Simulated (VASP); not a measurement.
Data:

```
CELL_PARAMETERS angstrom
      0.00000     2.82500     2.82500
      2.82500     0.00000     2.82500
      2.82500     2.82500     0.00000
ATOMIC_POSITIONS crystal
  Ga 0.00000 0.00000 0.00000
  As 0.25000 0.25000 0.25000
```

The numbers are results of G0W0 on PBE orbitals, VASP's PBE PAW potentials (set 64) (plane waves; VASP), not measurements. Settings: PREC = Normal, 500 eV cut-off, 4×4×4 Γ-centred mesh, Gaussian smearing of 0.010 eV, potentials Ga_d_GW As_GW.

The mesh is coarse and the basis finite, so the quasiparticle values are not converged.

NBANDS = 100, ENCUTGW = 150 eV, NOMEGA = 64. The PBE levels (eV) that the step starts from are:

```
state                            KS energy  filling
-------------------------------  ---------  -------
k1 (0.00, 0.00, 0.00), band 6        -8.83        2
k1 (0.00, 0.00, 0.00), band 7         3.91        2
k1 (0.00, 0.00, 0.00), band 8         3.91        2
k1 (0.00, 0.00, 0.00), band 9         3.91        2
k1 (0.00, 0.00, 0.00), band 10        4.43        0
k1 (0.00, 0.00, 0.00), band 11        7.61        0
k1 (0.00, 0.00, 0.00), band 12        7.61        0
k1 (0.00, 0.00, 0.00), band 13        7.61        0
k6 (-0.25, 0.25, 0.00), band 6       -7.18        2
k6 (-0.25, 0.25, 0.00), band 7       -1.75        2
k6 (-0.25, 0.25, 0.00), band 8        0.53        2
k6 (-0.25, 0.25, 0.00), band 9        2.68        2
k6 (-0.25, 0.25, 0.00), band 10       6.62        0
k6 (-0.25, 0.25, 0.00), band 11       9.52        0
k6 (-0.25, 0.25, 0.00), band 12       9.54        0
k6 (-0.25, 0.25, 0.00), band 13       9.74        0
k8 (-0.25, 0.50, 0.25), band 6       -6.25        2
k8 (-0.25, 0.50, 0.25), band 7       -2.75        2
k8 (-0.25, 0.50, 0.25), band 8        0.36        2
k8 (-0.25, 0.50, 0.25), band 9        0.54        2
k8 (-0.25, 0.50, 0.25), band 10       8.53        0
k8 (-0.25, 0.50, 0.25), band 11       8.62        0
k8 (-0.25, 0.50, 0.25), band 12       9.29        0
k8 (-0.25, 0.50, 0.25), band 13       9.93        0
```

**Question.** Give the quasiparticle energies and renormalisation factors Z.

**Answer.** 
| state | QP energy (eV) | Z |
|---|---|---|
| k1 (0.00, 0.00, 0.00), band 6 | -9.13 | 0.62 |
| k1 (0.00, 0.00, 0.00), band 7 | 3.53 | 0.76 |
| k1 (0.00, 0.00, 0.00), band 8 | 3.53 | 0.76 |
| k1 (0.00, 0.00, 0.00), band 9 | 3.53 | 0.76 |
| k1 (0.00, 0.00, 0.00), band 10 | 4.92 | 0.77 |
| k1 (0.00, 0.00, 0.00), band 11 | 7.68 | 0.76 |
| k1 (0.00, 0.00, 0.00), band 12 | 7.68 | 0.76 |
| k1 (0.00, 0.00, 0.00), band 13 | 7.68 | 0.76 |
| k6 (-0.25, 0.25, 0.00), band 6 | -7.52 | 0.67 |
| k6 (-0.25, 0.25, 0.00), band 7 | -2.15 | 0.71 |
| k6 (-0.25, 0.25, 0.00), band 8 | 0.02 | 0.73 |
| k6 (-0.25, 0.25, 0.00), band 9 | 2.24 | 0.75 |
| k6 (-0.25, 0.25, 0.00), band 10 | 6.81 | 0.76 |
| k6 (-0.25, 0.25, 0.00), band 11 | 9.62 | 0.75 |
| k6 (-0.25, 0.25, 0.00), band 12 | 9.65 | 0.75 |
| k6 (-0.25, 0.25, 0.00), band 13 | 9.76 | 0.75 |
| k8 (-0.25, 0.50, 0.25), band 6 | -6.56 | 0.69 |
| k8 (-0.25, 0.50, 0.25), band 7 | -3.15 | 0.70 |
| k8 (-0.25, 0.50, 0.25), band 8 | -0.18 | 0.73 |
| k8 (-0.25, 0.50, 0.25), band 9 | 0.03 | 0.73 |
| k8 (-0.25, 0.50, 0.25), band 10 | 8.85 | 0.74 |
| k8 (-0.25, 0.50, 0.25), band 11 | 8.53 | 0.76 |
| k8 (-0.25, 0.50, 0.25), band 12 | 9.43 | 0.75 |
| k8 (-0.25, 0.50, 0.25), band 13 | 9.80 | 0.75 |
On the mesh the gap opens from 0.51 to 1.40 eV.

The compound is GaAs in the zinc blende structure. The cell was not relaxed at this level. The k-mesh is coarse (spacing up to 0.48 per Å, 2π included), so the numbers may not be converged in it.
